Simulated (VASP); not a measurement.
# ZrC: structure and properties in VASP, part 4 of 4

Wanted: the relaxed cell of ZrC and its properties. The start is a cell from a database of measured crystal structures.

VASP 6.6.1; AM05; plane waves and PAW (Zr_sv, C).

Still holding for the runs below: The k-mesh is coarse for a metal.

So far. Step 11 (Volume scan with AM05 (run 5)): The pressure falls from -0.05 to -4.53 GPa. Step 11 (Volume scan with AM05 (run 5)): The run ends at a pressure of -4.53 GPa.

### Step 12. Volume scan with AM05 (run 6)

INCAR

```
SYSTEM = ZrC
PREC = Accurate
ENCUT = 520
EDIFF = 1E-06
NELM = 100
ISMEAR = 0
SIGMA = 0.05
LREAL = .FALSE.
ALGO = Normal
GGA = AM
NBANDS = 14
LASPH = .TRUE.
LORBIT = 11
LWAVE = .FALSE.
LCHARG = .FALSE.
KPAR = 2
ISIF = 2
```

POSCAR

```
ZrC
1.0
    0.0000000000      2.3639856899      2.3639856899
    2.3639856899      0.0000000000      2.3639856899
    2.3639856899      2.3639856899      0.0000000000
Zr C
1 1
Direct
    0.5000000000      0.5000000000      0.5000000000
    0.0000000000      0.0000000000      0.0000000000
```

KPOINTS

```
Automatic mesh
0
Gamma
8 8 8
0 0 0
```

Potentials, in the order of the species: Zr_sv and C (PBE family, release 64).

Run with:

```bash
$ mpirun -np 2 vasp_std
```

The log of the run:

```text
[... set-up lines as in an earlier step ...]
 entering main loop
       N       E                     dE             d eps       ncg     rms          rms(c)
DAV:   1     0.106896952584E+03    0.10690E+03   -0.87474E+03   812   0.116E+03
DAV:   2    -0.162529608412E+02   -0.12315E+03   -0.11555E+03  1040   0.307E+02
DAV:   3    -0.231044870877E+02   -0.68515E+01   -0.68112E+01  1384   0.612E+01
DAV:   4    -0.232192981280E+02   -0.11481E+00   -0.11479E+00   990   0.571E+00
[...]
DAV:  11    -0.200650625844E+02    0.25637E-03   -0.88102E-04   908   0.236E-01    0.533E-02
DAV:  12    -0.200650593056E+02    0.32788E-05   -0.18194E-05  1036   0.308E-02    0.957E-03
DAV:  13    -0.200650591788E+02    0.12685E-06   -0.92868E-07   630   0.725E-03
   1 F= -.20065059E+02 E0= -.20064722E+02  d E =-.674829E-03
```

Wall time 5.2 s (2 MPI ranks of Intel Xeon 6975P-C (Granite Rapids), shared host); peak memory 0.29 GiB.

OUTCAR, selected parts (step 12):

```text
  Total       -1.4176614     -1.4176614     -1.4176614      0.0000000      0.0000000      0.0000000
  in kB      -85.9643865    -85.9643865    -85.9643865      0.0000000      0.0000000      0.0000000
  external PRESSURE =     -85.9643865 kB  Pullay stress =       0.0000000 kB

 POSITION                                       TOTAL-FORCE (eV/Angst)
 -----------------------------------------------------------------------------------
      2.36399      2.36399      2.36399         0.000000     -0.000000      0.000000
      0.00000      0.00000      0.00000        -0.000000      0.000000     -0.000000
 -----------------------------------------------------------------------------------
    total drift:                                0.000000      0.000000      0.000000

  FREE ENERGIE OF THE ION-ELECTRON SYSTEM (eV)
  ---------------------------------------------------
  free  energy   TOTEN  =       -20.0650591788 eV

  energy  without entropy=      -20.0643843495  energy(sigma->0) =      -20.06472176

[... 1 part as in an earlier step ...]

[... 2 further parts left out ...]
[key lines of the parts left out:]
E-fermi :   9.2518
```

The pressure falls from -4.53 to -8.60 GPa.

The run ends at a pressure of -8.60 GPa.

### Step 13. Volume scan with AM05 (run 7)

A prediction first. A parabola through the 6 pressures of evenly scaled cells so far, P = -0.05 -236.3 t +477 t² GPa with t = ln(V/V₁) and V₁ the volume at scale 1, gives -12.20 GPa at t = +0.0583.

INCAR is that of step 12.

POSCAR

```
ZrC
1.0
    0.0000000000      2.3790433296      2.3790433296
    2.3790433296      0.0000000000      2.3790433296
    2.3790433296      2.3790433296      0.0000000000
Zr C
1 1
Direct
    0.5000000000      0.5000000000      0.5000000000
    0.0000000000      0.0000000000      0.0000000000
```

KPOINTS is that of step 12.

Run with:

```bash
$ mpirun -np 2 vasp_std
```

The log of the run:

```text
[... set-up lines as in an earlier step ...]
 entering main loop
       N       E                     dE             d eps       ncg     rms          rms(c)
DAV:   1     0.101338424241E+03    0.10134E+03   -0.87758E+03   812   0.116E+03
DAV:   2    -0.164053749362E+02   -0.11774E+03   -0.11078E+03  1046   0.303E+02
DAV:   3    -0.230930742871E+02   -0.66877E+01   -0.66468E+01  1342   0.599E+01
DAV:   4    -0.232133620632E+02   -0.12029E+00   -0.12026E+00  1044   0.543E+00
[...]
DAV:  11    -0.200322268421E+02    0.24263E-03   -0.86007E-04   896   0.232E-01    0.511E-02
DAV:  12    -0.200322239923E+02    0.28498E-05   -0.17294E-05  1024   0.297E-02    0.922E-03
DAV:  13    -0.200322239461E+02    0.46213E-07   -0.81873E-07   660   0.701E-03
   1 F= -.20032224E+02 E0= -.20031879E+02  d E =-.689534E-03
```

Run time: 5.2 s. Hardware: 2 MPI ranks; peak memory 0.29 GiB; 9.6 s of CPU time.

OUTCAR, selected parts (step 13):

```text
  Total       -2.0615413     -2.0615413     -2.0615413      0.0000000      0.0000000      0.0000000
  in kB     -122.6494419   -122.6494419   -122.6494419      0.0000000      0.0000000      0.0000000
  external PRESSURE =    -122.6494419 kB  Pullay stress =       0.0000000 kB

 POSITION                                       TOTAL-FORCE (eV/Angst)
 -----------------------------------------------------------------------------------
      2.37904      2.37904      2.37904         0.000000      0.000000     -0.000000
      0.00000      0.00000      0.00000        -0.000000     -0.000000      0.000000
 -----------------------------------------------------------------------------------
    total drift:                                0.000000      0.000000      0.000000

  FREE ENERGIE OF THE ION-ELECTRON SYSTEM (eV)
  ---------------------------------------------------
  free  energy   TOTEN  =       -20.0322239461 eV

  energy  without entropy=      -20.0315344124  energy(sigma->0) =      -20.03187918

[... 1 part as in an earlier step ...]

[... 2 further parts left out ...]
[key lines of the parts left out:]
E-fermi :   9.0446
```

The pressure falls from -8.60 to -12.26 GPa. The parabola predicted -12.20 GPa, +0.06 GPa off.

### Step 14. The series together

Times are for 2 MPI ranks of Intel Xeon 6975P-C (Granite Rapids), shared host. Results by setting:

```csv
no.,volume scale,energy above the lowest point (meV/atom),pressure (GPa),time,memory (GiB)
1,0.94,37.58,16.40,3.6 s,0.25
2,0.96,16.24,10.37,3.6 s,0.26
3,0.98,3.99,4.908,3.6 s,0.26
4,1,0,-0.04579,5.4 s,0.29
5,1.02,3.47,-4.533,5.2 s,0.29
6,1.04,13.75,-8.596,5.2 s,0.29
7,1.06,30.17,-12.26,5.2 s,0.29
```

### Step 15. Fit for AM05

This step: Birch-Murnaghan fit, AM05; plane waves and PAW (VASP 6.6.1).

Derived from the runs above.

Numbers from this step:

* pressure derivative of the bulk modulus: 3.873
* r.m.s. error of the fit: 3.86e-6 eV/atom
* minimum inside the sampled range: yes
* bulk modulus: 235.3 GPa
* equilibrium volume of the fit: 12.71 Å³/atom

Table of energy above the fitted minimum by volume:

```csv
volume (Å³/atom),energy above the fitted minimum (eV/atom)
11.941,0.0376
12.195,0.0162
12.449,0.00399
12.703,5.3e-6
12.957,0.00348
13.211,0.0138
13.465,0.0302
```

The fitted volume lies +0.04 % from the relaxed one.

### Step 16. Field gradients at the nuclei (AM05)

This step: AM05; plane waves and PAW (Zr_sv, C) (VASP 6.6.1).

Field gradients probe how far the charge around each nucleus departs from cubic symmetry; LASPH keeps the non-spherical terms inside the spheres.

INCAR: that of step 13 with these lines changed.

```diff
@@ -3,3 +3,3 @@
 ENCUT = 520
-EDIFF = 1E-06
+EDIFF = 1E-07
 NELM = 100
@@ -16,2 +16,2 @@
 KPAR = 2
-ISIF = 2
+LEFG = .TRUE.
```

POSCAR

```
ZrC
1.0
    0.0000000000      2.3332811017      2.3332811017
    2.3332811017      0.0000000000      2.3332811017
    2.3332811017      2.3332811017      0.0000000000
Zr C
1 1
Direct
    0.5000000000      0.5000000000      0.5000000000
    0.0000000000      0.0000000000      0.0000000000
```

KPOINTS is that of step 13.

Run with:

```bash
$ mpirun -np 2 vasp_std
```

The log of the run:

```text
[... set-up lines as in an earlier step ...]
 entering main loop
       N       E                     dE             d eps       ncg     rms          rms(c)
[... 12 cycles as in an earlier step ...]
DAV:  13    -0.200926099373E+02   -0.18688E-07   -0.63944E-07  1088   0.653E-03
ion   1
     0.0000000    -0.0000000    -0.0000000    -0.0000000     0.0000000     0.0000000
     0.0000523    -0.0000000    -0.0000000    -0.0000000     0.0000000     0.0000000
     0.0000720    -0.0000000    -0.0000000    -0.0000000     0.0000000     0.0000000
     0.0000992    -0.0000000    -0.0000000    -0.0000000     0.0000000     0.0000000
     0.0001366    -0.0000000    -0.0000000    -0.0000000     0.0000000     0.0000000

     0.0000000    -0.0000000    -0.0000000    -0.0000000     0.0000000     0.0000000
     0.0000523    -0.0000000    -0.0000000    -0.0000000     0.0000000     0.0000000
     0.0000720    -0.0000000    -0.0000000    -0.0000000     0.0000000     0.0000000
     0.0000992    -0.0000000    -0.0000000    -0.0000000     0.0000000     0.0000000
     0.0001366    -0.0000000    -0.0000000    -0.0000000     0.0000000     0.0000000

ion   2
     0.0000000    -0.0000000    -0.0000000    -0.0000000    -0.0000000     0.0000000
     0.0000266    -0.0000000    -0.0000000    -0.0000000    -0.0000000     0.0000000
     0.0000367    -0.0000000    -0.0000000    -0.0000000    -0.0000000     0.0000000
     0.0000505    -0.0000000    -0.0000000    -0.0000000    -0.0000000     0.0000000
     0.0000695    -0.0000000    -0.0000000    -0.0000000    -0.0000000     0.0000000

     0.0000000    -0.0000000    -0.0000000    -0.0000000    -0.0000000     0.0000000
     0.0000266    -0.0000000    -0.0000000    -0.0000000    -0.0000000     0.0000000
     0.0000367    -0.0000000    -0.0000000    -0.0000000    -0.0000000     0.0000000
     0.0000505    -0.0000000    -0.0000000    -0.0000000    -0.0000000     0.0000000
     0.0000695    -0.0000000    -0.0000000    -0.0000000    -0.0000000     0.0000000

   1 F= -.20092610E+02 E0= -.20092224E+02  d E =-.772170E-03
```

Run time: 5.4 s. Hardware: 2 MPI ranks; peak memory 0.29 GiB.

Parts of OUTCAR (step 16):

```text
   NELECT =      16.0000    total number of electrons

 E-fermi :   9.6888

  Total       -0.0077322     -0.0077322     -0.0077322     -0.0000000     -0.0000000      0.0000000
  in kB       -0.4876234     -0.4876234     -0.4876234     -0.0000000     -0.0000000      0.0000000
  external PRESSURE =      -0.4876234 kB  Pullay stress =       0.0000000 kB

  FREE ENERGIE OF THE ION-ELECTRON SYSTEM (eV)
  ---------------------------------------------------
  free  energy   TOTEN  =       -20.0926099373 eV

  energy  without entropy=      -20.0918377673  energy(sigma->0) =      -20.09222385

 Electric field gradients after diagonalization (V/A^2)
 (convention: |V_zz| > |V_xx| > |V_yy|)
----------------------------------------------------------------------
 ion       V_xx      V_yy      V_zz     asymmetry (V_yy - V_xx)/ V_zz
----------------------------------------------------------------------
   1       0.000     0.000    -0.000       0.000
   2       0.000     0.000    -0.000       0.000
----------------------------------------------------------------------

[... 17 parts as in an earlier step ...]

[... 2 further parts left out ...]
```

Numbers from this step:

| Property | Result |
| --- | --- |
| free energy (TOTEN) | -20.09 eV |
| energy at zero smearing | -20.09 eV |
| Fermi energy | 9.689 eV |
| pressure | -0.04876 GPa |

Electric field gradients, by row:

```csv
atom,Vxx (V/Å²),Vyy (V/Å²),Vzz (V/Å²),asymmetry
Zr1,0,0,0,-
C2,0,0,0,-
```

All gradients vanish within the noise.

The run ends at a pressure of -0.05 GPa.

### Step 17. Results

| Quantity | Value |
| --- | --- |
| relaxed volume | 12.70 Å³/atom |
| relaxed conventional cell a, b, c | 4.667, 4.667, 4.667 Å |
| space group after relaxing, within 0.02 Å | Fm-3m (No. 225) |
| band gap | none, a metal |
| DOS at the Fermi level | 0.211 states/eV/cell |
| bulk modulus from the fit | 235 GPa |
| volume from the fit | 12.7 Å³/atom |
| largest field gradient Vzz | zero within the noise on all sites |

What this shows: With AM05, ZrC relaxes to 12.70 Å³/atom in space group Fm-3m (held by the symmetry of the run), comes out as a metal and has a bulk modulus of 235 GPa. Against the listed cell the volume lies -2.1 %. Bands along the symmetry lines (AM05): Of the bands kept, 4 cross the Fermi level on this path. Spin-orbit coupling is left out; it would split some degenerate bands. The k-sampling is coarse for a metal, so the Fermi level, pressures and the shape of the cell carry errors. No search among competing phases was made, and a listed structure need not be the one stable at ambient conditions. All values are for a static lattice at zero temperature.

[Lines on the potential files, build, host, timing and source positions are cut from VASP's logs without a mark.]

[Logs are printed without paths, hosts, clocks, repeated set-up lines and the standing remarks that a program may print on its own settings, such as how far it seeks lower states.]

[Hosts, paths, dates, database ids (printed as entryN), source tags and the programs' standing remarks are cut or masked in the printed files.]

[A measured line is paired with the nearest computed mode of its activity, which favours agreement.]
